# Seven volumes of nickel: questions on pressure, stiffness and moment

The metal is face-centred cubic, ferromagnetic nickel, with one atom in the repeating cell and twelve nearest neighbours. Only the volume changes from row to row.

VASP 6.6.1, PBE with the recommended PAW potentials: ferromagnetic fcc nickel, one atom per cell, with collinear spins and no spin-orbit coupling. The plane-wave cutoff is 350 eV, the k mesh 20 × 20 × 20 and the Gaussian smearing 0.1 eV wide. Pressure is positive in compression.

```
volume (Å³/atom)  shortest distance (Å)  pressure (GPa)  cell moment (μB)
           9.883                  2.409          23.580             0.620
          10.209                  2.435          14.270             0.620
          10.534                  2.461           6.500             0.620
          10.860                  2.486          -0.010             0.630
          11.186                  2.510          -5.430             0.630
          11.512                  2.534         -10.000             0.640
          11.838                  2.558         -13.810             0.640
```

## 1. Which cell is at rest?

The row at 10.860 Å³ per atom is, since its pressure is almost zero. Pressure here means what the surroundings must apply to hold the metal at the given volume. At 9.883 Å³ it is 23.6 GPa, so the metal pushes outwards and would expand if released. At 11.838 Å³ it is −13.8 GPa: the metal is under tension and would shrink.

Theory describes the rest volume as a balance. The d electrons form bonds between neighbours and pull the atoms together. The more mobile s and p electrons gain kinetic energy when they are confined to less space, and they push the atoms apart, helped at short distance by the overlap of the inner shells. The table gives only the net result of pull and push, not the size of either.

## 2. Why is squeezing harder than stretching?

The first and last rows lie equally far from the rest cell, 9% in volume on either side. Yet the compressed cell needs about 1.7 times as much pressure as the stretched one needs tension. The energies of the same runs agree: compression costs 68 meV per atom, stretching 43 meV.

In the picture of question 1, the push is the steeper of the two forces. When the atoms approach, it grows faster than the pull. When they separate, it also fades faster, so the pull wins. But the pull is itself weakening, and the tension grows by less with each step.

A diatomic molecule behaves in the same way: its bond resists shortening more than lengthening, and its energy curve is steep on the inside and shallow on the outside. The comparison covers the shape of the curve only. In the metal each atom shares its electrons with many neighbours, so the size of the stiffness cannot be carried over from a single bond.

## 3. How far does a single stiffness take us?

The usual measure of stiffness is the bulk modulus B, the pressure needed per fractional loss of volume. The two neighbours of the rest cell give it directly:

B = 10.860 × (6.50 + 5.43) / (11.186 − 10.534) ≈ 199 GPa

Near rest, then, each per cent of volume costs about 2 GPa. If the metal were a perfect spring, this value would hold everywhere, and the pressure would follow a straight line:

P = B × (10.860 − V) / 10.860

Here P is the pressure and V the volume per atom. For the smallest cell this gives 199 × 0.977 / 10.860 ≈ 17.9 GPa. The full calculation gives 23.6 GPa, so the line falls short by about 24% of the computed value. For the largest cell it predicts −17.9 GPa instead of −13.8 GPa, a tension about 30% too strong. Neither of these end rows was used to find B, so they are a fair test of the line.

The two misses have one origin: compression stiffens the metal and expansion softens it. Averaged over the whole range, B rises by about 4.9 GPa for every GPa of added pressure. For volume changes of up to 3% the line is good to about 10%, but beyond that the stiffening has to be included.

## 4. Is 10.860 Å³ really the rest volume?

Not to the last digit. Pressure can be obtained in two ways: from the stress that the program prints, or from how the energy changes between one volume and the next. With a complete set of plane waves the two would agree. Here the energies give pressures about 0.4 GPa higher, at the compressed end and at the stretched end alike.

This is what a finite set of plane waves is expected to do, an effect known as Pulay stress. The printed stress asks how the energy changes when the cell and its waves are stretched together. Stretched waves resolve less detail, so the energy rises a little too much on expansion, and the metal seems to pull inwards more than it does. A run with a higher cutoff would test this explanation, since the gap should then close; no such run is at hand.

The consequence is small but visible. An error of 0.4 GPa divided by a stiffness of 199 GPa is 0.2% of the volume, which moves the rest point to about 10.88 Å³. The edge of the cubic cell grows from 3.515 to 3.518 Å. The −0.010 GPa of the rest row is therefore no proof of equilibrium to a hundredth of a GPa.

The bulk modulus hardly suffers. It depends on differences of pressure, and an offset that is nearly the same everywhere cancels.

## 5. What would vibrations change?

The atoms in this calculation stand still. Real atoms vibrate, even at the lowest temperatures, and the softening found in question 3 suggests what follows. In a larger cell the forces that hold each atom in place are expected to be weaker, so vibrating costs less energy there. Vibrations therefore favour a slightly larger volume, and more so on heating, which is ordinary thermal expansion.

A measured lattice edge contains this effect and the computed one does not. The two should be compared only after a correction for vibrations, which these runs do not supply.

## 6. Does the magnetic moment change in jumps?

The printed cell moment stays at 0.620 Bohr magnetons for three rows, then moves to 0.630 and later to 0.640. This looks like a series of small magnetic transitions, but it comes from rounding. The unrounded moments of the same runs rise at every step, by 0.004 to 0.005 each time. The table's moments are rounded to hundredths, and their third decimal is only padding. Each real step is about half a hundredth, so the printed value can change only at every second or third row.

All seven cells are thus in the same ferromagnetic state, and the pressure curve can be read as the response of one and the same metal.

## 7. Why does the moment change so little?

From the smallest to the largest cell the volume grows by about 20%, the moment by only 4.4%. Near rest, each GPa of pressure lowers the moment by about 0.12%.

The accepted explanation, which rests on theory and not on this table, lies in how nickel fills its d states. Electrons of the majority spin fill theirs almost completely, and nearly all the empty places belong to the minority spin. The moment is then close to a count of those empty places. Compression brings the atoms closer and spreads the d states over a wider range of energy, but as long as the majority states stay full, the count changes only if electrons move between the d states and the s and p states.

The small drop that remains has two plausible sources. Compression is expected to move some electrons from the s and p states into the d states, where they fill a few of the empty places. Wider d bands also make it costlier to align the spins, which can matter because the majority states are not quite full. The data do not separate the two. They do fit the widening itself: the energy correction for smearing, which follows the number of states near the Fermi level, is about 20% smaller in the most compressed cell than in the most expanded one.

The same counting shows what a change of element would do. Copper has one electron more, enough to fill the remaining d places, and copper is indeed not magnetic.

## 8. Which is safer, the moment or its trend?

The trend is. The calculation leaves out spin-orbit coupling, so the table holds the moment of the spins alone. Nickel also has a small orbital moment, roughly 0.05 Bohr magnetons as a recalled size. That is more than the whole change along the series, which is 0.642 − 0.615 = 0.027.

The missing orbital part alone would therefore shift a comparison with a measured total moment by more than the effect of a 20% change in volume. PBE also tends to make the spin moment of nickel slightly too large, which works the other way, so a close match with a measured total would partly be a cancellation of errors. The slow rise with volume is a difference between runs made in the same way, and a nearly constant omission largely drops out of it, as the stress offset did in question 4. That the orbital part and the error of PBE both stay nearly constant over this range is an assumption. Runs with spin-orbit coupling could check the first; the second calls for measurements under pressure or a more accurate method.

The output below lists the interval stiffnesses, the unrounded moments and the straight-line pressures.

The analysis program printed:

```
Pressure, stiffness and moment (interval values belong to the step from the row above):
     row  straight-line pressure GPa  mid-interval pressure GPa  interval bulk modulus GPa  unrounded moment muB  smearing correction meV
   9.883                       17.88                        n/a                        n/a                 0.615                    3.885
  10.209                       11.91                      18.92                      286.9                0.6196                    4.052
  10.534                       5.965                      10.38                      247.9                0.6242                    4.214
   10.86                           0                      3.245                      213.6                0.6287                    4.367
  11.186                      -5.965                      -2.72                      183.3                0.6332                    4.517
  11.512                      -11.93                     -7.715                      159.1                0.6376                    4.671
  11.838                       -17.9                     -11.91                      136.4                0.6424                    4.838
Bulk modulus at the rest cell from its two neighbours, GPa: 198.7
Rise of bulk modulus per GPa of pressure, no unit: 4.879
Pressure at smallest volume over tension at largest volume, ratio: 1.707
Energy to compress from rest cell to smallest volume, meV per atom: 68.11
Energy to stretch from rest cell to largest volume, meV per atom: 43.33
Volume rise from first to last row, percent: 19.78
Shortest distance rise from first to last row, percent: 6.185
Unrounded moment rise from first to last row, percent: 4.444
Smallest step of unrounded moment, Bohr magneton: 0.00438
Largest step of unrounded moment, Bohr magneton: 0.00474
Moment change per GPa of added pressure near rest, percent: -0.1204
Smearing correction at largest over smallest volume, ratio: 1.245
Fall of d count in the fixed sphere on expansion, electrons: 0.086
Fall of s and p count in the fixed sphere on expansion, electrons: 0.242
Fall of Fermi energy from first to last row, eV: 2.57
Energy-derived less printed pressure, three smallest volumes, GPa: 0.4223
Energy-derived less printed pressure, three largest volumes, GPa: 0.4134
Rest volume after adding the mean of these two offsets, A^3 per atom: 10.88
Cubic edge of the 10.860 cell, A: 3.515
Cubic edge at the shifted rest volume, A: 3.518
```
